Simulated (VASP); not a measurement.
Input:

```
CELL_PARAMETERS angstrom
      2.82192     0.00000     0.00000
      0.00000     2.82192     0.00000
      0.00000     0.00000     2.82192
ATOMIC_POSITIONS crystal
  Al 0.50000 0.50000 0.50000
  Co 0.00000 0.00000 0.00000
```

Computed with PBEsol GGA, VASP's PBE PAW potentials (set 64) (plane waves; VASP 6.6.1). Settings: 480 eV cut-off, 12×12×12 Γ-centred mesh, first-order Methfessel-Paxton smearing of 0.10 eV, potentials Al Co.

Energy and stress use the plane-wave basis of the starting cell.

Q: The ions, cell shape and volume at an external pressure of 30.0 GPa are relaxed. What does this cell relax into?

A: 
```
CELL_PARAMETERS angstrom
      2.71224     0.00000     0.00000
      0.00000     2.71224     0.00000
      0.00000     0.00000     2.71224
ATOMIC_POSITIONS crystal
  Al 0.50000 0.50000 0.50000
  Co 0.00000 0.00000 0.00000
```
Space group Pm-3m (221), at a tolerance of 0.03 Å.

Q: How do energy and volume change from the first to the last step?

A: The energy (σ→0) changes by +107.2 meV/atom and the volume by -11.2 %, in 7 ionic steps.

The compound is CoAl in the CsCl type structure. This run relaxes it under an external pressure of 30 GPa. Symmetry was kept, so distortions that lower it aren't found. The run is not spin-polarised, so no magnetic state was tried.
